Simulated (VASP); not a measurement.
Computed with PBE GGA, VASP's PBE PAW potentials (set 64) (plane waves; VASP).

VASP ran on this input.

INCAR:
```
# general
SYSTEM  = GaAs
PREC    = Accurate
ENCUT   = 400
LREAL   = .FALSE.
LASPH   = .TRUE.

# electronic loop
EDIFF   = 1E-7
NELM    = 100
ALGO    = Normal
LMAXMIX = 4

# smearing
ISMEAR  = -5

# functional
GGA     = PE

# ions
ISIF    = 2

# output
LWAVE   = .FALSE.
LCHARG  = .TRUE.
LORBIT  = 11
NEDOS   = 601
```

**POSCAR**
```
GaAs
5.741750
  0.0000000000   0.4999999833   0.4999999833
  0.4999999833   0.0000000000   0.4999999833
  0.4999999833   0.4999999833   0.0000000000
Ga As
1 1
Cart
  0.0000000000   0.0000000000   0.0000000000
  0.2499999916   0.2499999916   0.2499999916
```

### KPOINTS
```
K-points
0
gamma
9 9 9
```

POTCAR, in this order: Ga_d As (PBE.64 set). Program: vasp_std.

What VASP printed:

File OSZICAR:
```
       N       E                     dE             d eps       ncg     rms          rms(c)
DAV:   1     0.735900187889E+02    0.73590E+02   -0.81409E+03   910   0.159E+03
DAV:   2    -0.285850567129E+01   -0.76449E+02   -0.74352E+02   975   0.288E+02
DAV:   3    -0.833622418204E+01   -0.54777E+01   -0.54489E+01  1178   0.694E+01
DAV:   4    -0.842148687914E+01   -0.85263E-01   -0.85243E-01  1033   0.955E+00
DAV:   5    -0.842318969428E+01   -0.17028E-02   -0.17025E-02  1157   0.113E+00    0.277E+00
DAV:   6    -0.828774404244E+01    0.13545E+00   -0.25735E-01  1413   0.918E+00    0.167E+00
DAV:   7    -0.827135481792E+01    0.16389E-01   -0.66254E-02  1171   0.200E+00    0.558E-01
DAV:   8    -0.827217766436E+01   -0.82285E-03   -0.10006E-02  1050   0.137E+00    0.910E-02
DAV:   9    -0.827257411763E+01   -0.39645E-03   -0.10678E-03  1110   0.461E-01    0.556E-02
DAV:  10    -0.827263974160E+01   -0.65624E-04   -0.77124E-05  1146   0.941E-02    0.303E-02
DAV:  11    -0.827269433285E+01   -0.54591E-04   -0.86586E-05   995   0.775E-02    0.397E-03
DAV:  12    -0.827269472829E+01   -0.39544E-06   -0.13888E-06  1070   0.179E-02    0.164E-03
DAV:  13    -0.827269518076E+01   -0.45247E-06   -0.55986E-07  1045   0.613E-03    0.565E-04
DAV:  14    -0.827269516477E+01    0.15993E-07   -0.13279E-08   625   0.155E-03
   1 F= -.82726952E+01 E0= -.82726952E+01  d E =0.000000E+00
```

### OUTCAR
```
------------------------ aborting loop because EDIFF is reached ----------------------------------------
  FORCE on cell =-STRESS in cart. coord.  units (eV):
  Direction    XX          YY          ZZ          XY          YZ          ZX
  --------------------------------------------------------------------------------------
  Total        0.0239246      0.0239246      0.0239246     -0.0000000      0.0000000     -0.0000000
  in kB        0.8099947      0.8099947      0.8099947     -0.0000000      0.0000000     -0.0000000
  external PRESSURE =       0.8099947 kB  Pullay stress =       0.0000000 kB
  volume of cell :       47.32
      direct lattice vectors                 reciprocal lattice vectors
     0.000000000  2.870874904  2.870874904    -0.174162935  0.174162935  0.174162935
     2.870874904  0.000000000  2.870874904     0.174162935 -0.174162935  0.174162935
     2.870874904  2.870874904  0.000000000     0.174162935  0.174162935 -0.174162935
  FREE ENERGIE OF THE ION-ELECTRON SYSTEM (eV)
  ---------------------------------------------------
  free  energy   TOTEN  =        -8.2726951648 eV

  energy  without entropy=       -8.2726951648  energy(sigma->0) =       -8.27269516

 total charge

# of ion       s       p       d       tot
------------------------------------------
    1        0.883   0.757   9.986  11.626
    2        1.214   1.565   0.028   2.807
--------------------------------------------------
tot          2.096   2.322  10.014  14.433
```
(Selected blocks of OUTCAR.)

**OUTCAR**
```
 val. band max:        3.5071425902   @ k =   0.0000   0.0000   0.0000

 cond. band min:       3.6834296925   @ k =   0.0000   0.0000   0.0000


 Fermi energy:         3.5081652671

 k-point     1 :       0.0000    0.0000    0.0000
  band No.  band energies     occupation
      1     -11.2223      2.00000
      2     -11.2223      2.00000
      3     -11.2223      2.00000
      4     -11.1539      2.00000
      5     -11.1539      2.00000
      6      -8.8954      2.00000
      7       3.5071      2.00000
      8       3.5071      2.00000
      9       3.5071      2.00000
     10       3.6834      0.00000
     11       7.2230      0.00000
     12       7.2230      0.00000
     13       7.2230      0.00000

 k-point     2 :       0.1111    0.0000    0.0000
  band No.  band energies     occupation
      1     -11.2310      2.00000
      2     -11.2200      2.00000
      3     -11.2200      2.00000
      4     -11.1540      2.00000
      5     -11.1540      2.00000
      6      -8.7605      2.00000
      7       1.7531      2.00000
      8       3.3290      2.00000
      9       3.3290      2.00000
     10       4.8185      0.00000
     11       7.4903      0.00000
     12       7.4903      0.00000
     13       7.5055      0.00000

 k-point     3 :       0.2222    0.0000    0.0000
  band No.  band energies     occupation
      1     -11.2512      2.00000
      2     -11.2143      2.00000
      3     -11.2143      2.00000
      4     -11.1538      2.00000
      5     -11.1538      2.00000
      6      -8.3774      2.00000
      7      -0.1102      2.00000
      8       2.9638      2.00000
      9       2.9638      2.00000
     10       4.8761      0.00000
     11       7.9679      0.00000
     12       7.9680      0.00000
     13       8.8142      0.00000

 k-point     4 :       0.3333    0.0000    0.0000
  band No.  band energies     occupation
      1     -11.2726      2.00000
      2     -11.2088      2.00000
      3     -11.2088      2.00000
...
```

The compound is GaAs in the zinc blende structure. It was relaxed first.
